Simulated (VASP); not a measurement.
VASP runs on FeSe2 (space group Pnnm) share one base input (PBEsol GGA, plane waves, VASP's PBE PAW potentials (set 64)) and change the settings named in each case.

File POSCAR:
```
FeSe2
4.8040
  1.0000000000   0.0000000000   0.0000000000
  0.0000000000   1.2033721898   0.0000000000
  0.0000000000   0.0000000000   0.7455661948
Fe Se
2 4
Cartesian
  0.0000000000   0.0000000000   0.0000000000
  0.5000000000   0.6016860949   0.3727830974
  0.2135000000   0.4442850125   0.0000000000
  0.7865000000   0.7590871774   0.0000000000
  0.7135000000   0.1574010824   0.3727830974
  0.2865000000   1.0459711074   0.3727830974
```

**KPOINTS**
```
Automatic mesh
0
Gamma
3 2 3
0 0 0
```

### INCAR
```
ALGO  =  Normal
EDIFF  =  1E-6
ENCUT  =  300
GGA  =  PS
ISIF  =  2
ISMEAR  =  0
ISPIN  =  2
LASPH  =  .True.
LCHARG  =  .False.
LMAXMIX  =  4
LORBIT  =  11
LREAL  =  .False.
LWAVE  =  .False.
MAGMOM  =  2*4.0 4*0.0
NELM  =  100
PREC  =  Accurate
SIGMA  =  0.1
SYSTEM  =  FeSe2
```

POTCAR, in this order: Fe Se (PBE.64 set). Program: vasp_std.

```
change                                                                                                                                                                             E(σ→0) (eV/atom)  pressure (GPa)  largest force (eV/Å)    −TS (eV)
---------------------------------------------------------------------------------------------------------------------------------------------------------------------------------  ----------------  --------------  --------------------  ----------
base run                                                                                                                                                                                    -5.9909           -5.20                 0.325     -0.0002
GGA removed, POTCAR Fe Se (LDA.64 set)                                                                                                                                                      -6.3590      (withheld)            (withheld)  (withheld)
GGA_COMPAT = .FALSE., ISPIN removed, LNONCOLLINEAR = .TRUE., LSORBIT = .TRUE., MAGMOM = 0.0 0.0 4.0 0.0 0.0 4.0 0.0 0.0 0.0 0.0 0.0 0.0 0.0 0.0 0.0 0.0 0.0 0.0, program vasp_ncl           -6.0068           -5.11                 0.329     -0.0002
KPOINTS 2×1×2 Γ-centred mesh                                                                                                                                                                -6.0193           -5.95                 0.540      0.0000
```

### Question
What belongs in the gaps?

### Answer

- GGA removed, POTCAR Fe Se (LDA.64 set), pressure (GPa): -8.33
- GGA removed, POTCAR Fe Se (LDA.64 set), largest force (eV/Å): 0.392
- GGA removed, POTCAR Fe Se (LDA.64 set), −TS (eV): -0.0004

Energies of different potentials or functionals have different zeros.  At 300 eV the pressure can carry a Pulay error.

Left out are runs that ran out of time, are held back, or changed the cell or the kind of run, fixed moments of cells without a moment, rows past the twelfth, gaps on odd meshes, pressures of charged cells and columns that move by less than the noise.

The structure comes from a measured FeSe2 entry of the Crystallography Open Database, whose conditions weren't checked. The cell was not relaxed at this level, forces remain on its atoms.
